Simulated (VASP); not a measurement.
An input for Quantum ESPRESSO's pw.x (written as the equivalent of a VASP run, and not itself run):

```
&CONTROL
  calculation = 'scf'
  pseudo_dir = './pseudo'
  outdir = './out'
  tprnfor = .true.
  tstress = .true.
/
&SYSTEM
  ibrav = 0
  nat = 3
  ntyp = 2
  ecutwfc = 58
  occupations = 'smearing'
  smearing = 'gaussian'
  degauss = 0.003675
  input_dft = 'pbe'
/
&ELECTRONS
  conv_thr = 7.3e-08
  electron_maxstep = 100
/
ATOMIC_SPECIES
  Hf 178.490 Hf.upf
  S 32.060 S.upf
CELL_PARAMETERS angstrom
     1.8017760   -3.0575940    0.0000000
     1.8017760    3.0575940    0.0000000
     0.0000000    0.0000000    5.7945060
ATOMIC_POSITIONS crystal
  Hf   0.0000000  0.0000000  0.0000000
  S    0.3333330  0.6666670  0.2500000
  S    0.6892050  0.3558710  0.7500000
K_POINTS automatic
  7 7 4 0 0 0
```

### Question
Write the VASP files for the same calculation (PBE).

### Answer
One answer among several that fit: 
POSCAR:
```
HfS2
1.0
  1.8017760000  -3.0575940000   0.0000000000
  1.8017760000   3.0575940000   0.0000000000
  0.0000000000   0.0000000000   5.7945060000
Hf S
1 2
Cartesian
  0.0000000000   0.0000000000   0.0000000000
  1.8017760000   1.0192000384   1.4486265000
  1.8829928550  -1.0192000384   4.3458795000
```

**INCAR**
```
SYSTEM = HfS2
PREC = Accurate
ENCUT = 400
EDIFF = 1E-6
NELM = 100
ALGO = Conjugate
LREAL = .FALSE.
LASPH = .TRUE.
ISMEAR = 0
SIGMA = 0.05
GGA = PE
LMAXMIX = 6
LWAVE = .FALSE.
LCHARG = .FALSE.
ISIF = 2
```

KPOINTS:
```
Automatic mesh
0
gamma
7 7 4
0 0 0
```

POTCAR, in this order: Hf_pv S (PBE.64 set). Program: vasp_std.

Limits of the translation: the potentials are each code's own (VASP's PAW set, PseudoDojo norm-conserving files in pw.x), so ENCUT and ecutwfc are chosen apart and not converted; conv_thr bounds pw.x's estimated SCF error, while EDIFF bounds the energy change between steps.

The compound is HfS2 in the 1T layered structure. The cell was not relaxed at this level, atoms are displaced from their ideal sites. The run is one of a series of settings (ALGO = Conjugate against the base run), some of them coarse on purpose.
